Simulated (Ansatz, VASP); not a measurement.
# Sn7Ge17 (generalised stacking fault on (111) (glide set) of a Ge-Sn solid solution) in two plane-wave programs, part 2 of 2

Wanted: the spread between two codes on one cell, functional and k mesh. The cell is taken from a series of runs on this material, whose earlier steps may have relaxed, scaled, displaced or heated it; both programs get it as it stands.

VASP 6.6.1 and Ansatz 0.2.0.

So far. Step 3 (Ansatz: single point, PBE, pair 1): The run ends at a pressure of 10.20 GPa, with forces up to 13 eV/Å.

## Step 5: Ansatz: single point, PBE, pair 2

Level of this step: Ansatz beside VASP: Kohn-Sham DFT, plane waves, PBE (Ansatz).

With cell and atoms fixed, the geometry can't cause a difference; cores, projectors, grids and the points listed under the comparison can.

The cell is taken from a series of runs on this material, whose earlier steps may have relaxed, scaled, displaced or heated it; both programs get it as it stands.

Input file input.yaml:

```yaml
crystal:
  lattice:
    - [8.33424, 0.0, 0.0]
    - [0.0, 7.21767, 0.0]
    - [3.47263, 0.0, 20.51464]
  atoms:
    - { symbol: Ge, position: [0.72235, 0.49264, 0.0252] }
    - { symbol: Sn, position: [0.69582, 0.50029, 0.13956] }
    - { symbol: Sn, position: [0.6683, 0.81748, 0.18957] }
    - { symbol: Ge, position: [0.63072, 0.83317, 0.31638] }
    - { symbol: Sn, position: [0.24563, 0.48181, 0.02493] }
    - { symbol: Ge, position: [0.19027, 0.50347, 0.14029] }
    - { symbol: Ge, position: [0.16927, 0.81991, 0.17698] }
    - { symbol: Ge, position: [0.10316, 0.84531, 0.31495] }
    - { symbol: Ge, position: [0.49532, 0.00725, 0.01833] }
    - { symbol: Ge, position: [0.4434, 0.99131, 0.14945] }
    - { symbol: Sn, position: [0.41026, 0.33659, 0.19092] }
    - { symbol: Ge, position: [0.37183, 0.3448, 0.31216] }
    - { symbol: Sn, position: [0.35614, 0.65411, 0.34549] }
    - { symbol: Sn, position: [0.29754, 0.67248, 0.48908] }
    - { symbol: Ge, position: [0.59611, 0.16647, 0.35234] }
    - { symbol: Ge, position: [0.55905, 0.17254, 0.47599] }
    - { symbol: Ge, position: [0.53349, 0.48874, 0.51796] }
    - { symbol: Ge, position: [0.49405, 0.49097, 0.63737] }
    - { symbol: Ge, position: [0.46585, 0.84242, 0.6858] }
    - { symbol: Ge, position: [0.39647, 0.82584, 0.80973] }
    - { symbol: Ge, position: [0.98369, 0.01808, 0.02433] }
    - { symbol: Sn, position: [0.93134, 0.98854, 0.14262] }
    - { symbol: Ge, position: [0.91314, 0.32399, 0.19109] }
    - { symbol: Ge, position: [0.89304, 0.31919, 0.31254] }
    - { symbol: Ge, position: [0.86605, 0.6503, 0.35067] }
    - { symbol: Ge, position: [0.801, 0.65289, 0.48109] }
    - { symbol: Sn, position: [0.10432, 0.18566, 0.35397] }
    - { symbol: Ge, position: [0.04231, 0.16401, 0.48099] }
    - { symbol: Ge, position: [0.03488, 0.50658, 0.52367] }
    - { symbol: Ge, position: [0.00146, 0.4953, 0.6398] }
    - { symbol: Ge, position: [0.98304, 0.83356, 0.68543] }
    - { symbol: Ge, position: [0.91713, 0.82618, 0.80709] }
    - { symbol: Ge, position: [0.28536, 0.98588, 0.5229] }
    - { symbol: Ge, position: [0.2439, 0.99598, 0.64092] }
    - { symbol: Ge, position: [0.2255, 0.33623, 0.69119] }
    - { symbol: Ge, position: [0.16446, 0.33153, 0.80683] }
    - { symbol: Ge, position: [0.1527, 0.6574, 0.85001] }
    - { symbol: Ge, position: [0.09871, 0.65018, 0.97282] }
    - { symbol: Sn, position: [0.3889, 0.18797, 0.8527] }
    - { symbol: Sn, position: [0.33463, 0.16999, 0.97344] }
    - { symbol: Sn, position: [0.79041, 0.9911, 0.51739] }
    - { symbol: Sn, position: [0.73245, 0.00113, 0.64448] }
    - { symbol: Sn, position: [0.70639, 0.32506, 0.68802] }
    - { symbol: Ge, position: [0.66921, 0.33325, 0.80303] }
    - { symbol: Sn, position: [0.65318, 0.67629, 0.84382] }
    - { symbol: Ge, position: [0.6021, 0.6677, 0.97564] }
    - { symbol: Ge, position: [0.88338, 0.14651, 0.85237] }
    - { symbol: Ge, position: [0.85652, 0.1849, 0.97526] }
kpoints:
  mp_grid: { grid: [1, 1, 1] }
hamiltonian:
  xc: pbe
scf:
  occupations: { method: fermi_dirac, width: 0.05 }
output:
  forces: true
  eigenvalues: true
  populations: true
  stress: true
```

On the command line:

```
$ ansatz run input.yaml --threads 4 --pin off --max-ram 8192MiB --backend cpu --events-out ev --progress --plain --runs-dir out
```

Numbers of over 12 decimals in the logs are rounded to 6 here.

The program printed:

```text
[...]
Crystal: 48 atoms, lattice volume = 1234.033 Å³
Basis set: ecut = 420 eV, 24135 PW (Γ), exchange–correlation on 120×100×288 points (8 copies of the dense FFT grid, shifted against one another)
Bands: 404, of which v1, the nominal top of the filled ones, is band 336 counted from 1 (335 counted from 0)
Symmetry: 1 space group operations
[...]
k-points: 1
[...]
--- Löwdin populations: 48 sites ---
  site symbol       q [e]
     0     Ge     14.0634
     1     Sn     13.8091
     2     Sn     13.7982
     3     Ge     14.1406
     4     Sn     13.7289
     5     Ge     14.1285
     6     Ge     14.0284
     7     Ge     14.1614
[...]
44     Sn     13.6735
    45     Ge     14.0616
    46     Ge     13.9599
    47     Ge     13.9816
  spilling = 0.001927 (of n_electrons = 672.000000)
[key lines of the parts left out:]
SCF converged after 12 iterations
Free energy (F): -230335.680967 eV
Fermi energy:    8.444863 eV
P = ⅓ Tr σ = 11.0455 GPa (110.455 kbar)
```

The run ends at a pressure of 11.05 GPa, with forces up to 11 eV/Å.

## Step 6: VASP: single point, PBE, pair 2

The same cell, functional, mesh and smearing now go to VASP, with its own data sets.

Input file INCAR:

```
SYSTEM = Sn7Ge17
PREC = Accurate
ENCUT = 500
EDIFF = 1E-06
NELM = 120
ISMEAR = -1
SIGMA = 0.05
LREAL = Auto
ALGO = Normal
GGA = PE
NBANDS = 392
LORBIT = 11
LWAVE = .FALSE.
LCHARG = .FALSE.
ISIF = 2
LASPH = .TRUE.
GGA_COMPAT = .FALSE.
NCORE = 2
```

Input file POSCAR:

```
Sn7Ge17
1.0
    8.3342400000      0.0000000000      0.0000000000
    0.0000000000      7.2176700000      0.0000000000
    3.4726300000      0.0000000000     20.5146400000
Ge Sn
34 14
Direct
    0.7223500000      0.4926400000      0.0252000000
    0.6307200000      0.8331700000      0.3163800000
    0.1902700000      0.5034700000      0.1402900000
    0.1692700000      0.8199100000      0.1769800000
    0.1031600000      0.8453100000      0.3149500000
    0.4953200000      0.0072500000      0.0183300000
    0.4434000000      0.9913100000      0.1494500000
    0.3718300000      0.3448000000      0.3121600000
    0.5961100000      0.1664700000      0.3523400000
    0.5590500000      0.1725400000      0.4759900000
    0.5334900000      0.4887400000      0.5179600000
    0.4940500000      0.4909700000      0.6373700000
    0.4658500000      0.8424200000      0.6858000000
    0.3964700000      0.8258400000      0.8097300000
    0.9836900000      0.0180800000      0.0243300000
    0.9131400000      0.3239900000      0.1910900000
    0.8930400000      0.3191900000      0.3125400000
    0.8660500000      0.6503000000      0.3506700000
    0.8010000000      0.6528900000      0.4810900000
    0.0423100000      0.1640100000      0.4809900000
    0.0348800000      0.5065800000      0.5236700000
    0.0014600000      0.4953000000      0.6398000000
    0.9830400000      0.8335600000      0.6854300000
    0.9171300000      0.8261800000      0.8070900000
    0.2853600000      0.9858800000      0.5229000000
    0.2439000000      0.9959800000      0.6409200000
    0.2255000000      0.3362300000      0.6911900000
    0.1644600000      0.3315300000      0.8068300000
    0.1527000000      0.6574000000      0.8500100000
    0.0987100000      0.6501800000      0.9728200000
    0.6692100000      0.3332500000      0.8030300000
    0.6021000000      0.6677000000      0.9756400000
    0.8833800000      0.1465100000      0.8523700000
    0.8565200000      0.1849000000      0.9752600000
    0.6958200000      0.5002900000      0.1395600000
    0.6683000000      0.8174800000      0.1895700000
    0.2456300000      0.4818100000      0.0249300000
    0.4102600000      0.3365900000      0.1909200000
    0.3561400000      0.6541100000      0.3454900000
    0.2975400000      0.6724800000      0.4890800000
    0.9313400000      0.9885400000      0.1426200000
    0.1043200000      0.1856600000      0.3539700000
    0.3889000000      0.1879700000      0.8527000000
    0.3346300000      0.1699900000      0.9734400000
    0.7904100000      0.9911000000      0.5173900000
    0.7324500000      0.0011300000      0.6444800000
    0.7063900000      0.3250600000      0.6880200000
    0.6531800000      0.6762900000      0.8438200000
```

Input file KPOINTS:

```
Automatic mesh
0
Gamma
1 1 1
0 0 0
```

The projector-augmented-wave data sets are Ge_d and Sn_d (PBE family, release 64).

On the command line:

```
$ mpirun -np 8 vasp_gam
```

The program printed:

```text
[... set-up lines as in an earlier step ...]
 entering main loop
       N       E                     dE             d eps       ncg     rms          rms(c)
DAV:   1     0.135395311357E+05    0.13540E+05   -0.27955E+05   872   0.474E+03
DAV:   2     0.360614977953E+04   -0.99334E+04   -0.94559E+04   784   0.121E+03
DAV:   3     0.488324898992E+03   -0.31178E+04   -0.30072E+04   784   0.360E+02
DAV:   4    -0.115547988506E+03   -0.60387E+03   -0.56166E+03   872   0.155E+02
[...]
DAV:  19    -0.174753067967E+03   -0.12532E-05   -0.20983E-05   848   0.484E-02    0.442E-03
DAV:  20    -0.174753069144E+03   -0.11769E-05   -0.66996E-06   768   0.209E-02    0.199E-03
DAV:  21    -0.174753070070E+03   -0.92614E-06   -0.88499E-06   616   0.142E-02
   1 F= -.17475307E+03 E0= -.17461511E+03  d E =-.275923E+00
```

Parts of OUTCAR (step 6):

```text
  Total      137.3414059     48.9734108     67.3779832    -30.2559864    -21.2720115     23.5768698
  in kB      178.3138786     63.5834384     87.4785680    -39.2821251    -27.6179995     30.6104563
  external PRESSURE =     109.7919617 kB  Pullay stress =       0.0000000 kB

 POSITION                                       TOTAL-FORCE (eV/Angst)
 -----------------------------------------------------------------------------------
      6.10775      3.55571      0.51697         5.114756     -5.374324      0.752727
      6.35524      6.01355      6.49042         0.577818      0.219509      0.322302
      2.07293      3.63388      2.87800        -1.054179     -0.076676      2.280552
      2.02532      5.91784      3.63068         1.127093      0.173700      1.636353
      1.95347      6.10117      6.46109         0.943771     -0.544881     -1.425026
      4.19177      0.05233      0.37603         7.650668     -5.660497      4.787719
      4.21439      7.15495      3.06591        -1.730160      0.325070     -1.460091
      4.18294      2.48865      6.40385         1.058232     -2.604915     -0.121705
      6.19167      1.20153      7.22813         0.974638     -0.062146      0.259884
      6.31219      1.24534      9.76476        -1.149202     -0.263930     -0.591763
      6.24492      3.52756     10.62576         0.987399     -0.350269      0.456063
      6.33088      3.54366     13.07542        -1.299149      1.243275     -0.028905
      6.26404      6.08031     14.06894        -0.983164     -1.497473      0.654231
      6.11617      5.96064     16.61132         0.678792      0.946794     -0.906426
[...]
-----------------------------------------------------------------------------------
    total drift:                                0.013702      0.017354     -0.012433

  FREE ENERGIE OF THE ION-ELECTRON SYSTEM (eV)
  ---------------------------------------------------
  free  energy   TOTEN  =      -174.7530700697 eV

  energy  without entropy=     -174.4771467338  energy(sigma->0) =     -174.61510840

[... 2 parts as in an earlier step ...]

[... 1 further part left out ...]
[key lines of the parts left out:]
E-fermi :   5.3645
```

The run ends at a pressure of 10.98 GPa, with forces up to 11 eV/Å.

## Step 7: Comparison

The two programs side by side:

```csv
quantity,Ansatz,VASP,difference
pressure (GPa),11.05,10.98,+0.07
```

Forces on 7 of the 48 atoms, those with the largest forces and the largest differences (eV/Å; atoms numbered as in POSCAR):

```csv
atom,"Ansatz x, y, z","VASP x, y, z"
Ge1,"5.059, -5.310, 0.684","5.115, -5.374, 0.753"
Ge6,"7.593, -5.607, 4.746","7.651, -5.660, 4.788"
Ge15,"5.850, -5.250, 1.697","5.925, -5.332, 1.776"
Ge30,"-6.328, 5.169, -4.018","-6.351, 5.195, -4.044"
Ge32,"-5.229, 5.247, -3.585","-5.284, 5.312, -3.640"
Ge34,"-6.097, 5.180, -4.246","-6.172, 5.261, -4.316"
Sn44,"-6.185, 2.338, -1.384","-6.241, 2.396, -1.425"
```

The forces differ by 24 meV/Å r.m.s., which is 1.0 % of the r.m.s. force of 2.309 eV/Å (both taken over all components).

## Step 8: Outcome

```yaml
r_m_s_force_difference_single_point_pbe_pair_1: 1.6 % of the r.m.s. force
r_m_s_force_difference_single_point_pbe_pair_2: 1.0 % of the r.m.s. force
```

**Reading.** The r.m.s. force difference is 1.6 % of the r.m.s. force (single point, PBE, pair 1), within the 3 % picked in this series as the mark of a large difference. How closely two codes agree says nothing of how well the functional describes the real material.

[Lines on the potential files, build, host, timing and source positions are cut from VASP's logs without a mark.]

[Logs are printed without paths, hosts, clocks, repeated set-up lines and the standing remarks that a program may print on its own settings, such as how far it seeks lower states.]

[Hosts, paths, dates, database ids (printed as entryN), source tags and the programs' standing remarks are cut or masked in the printed files.]
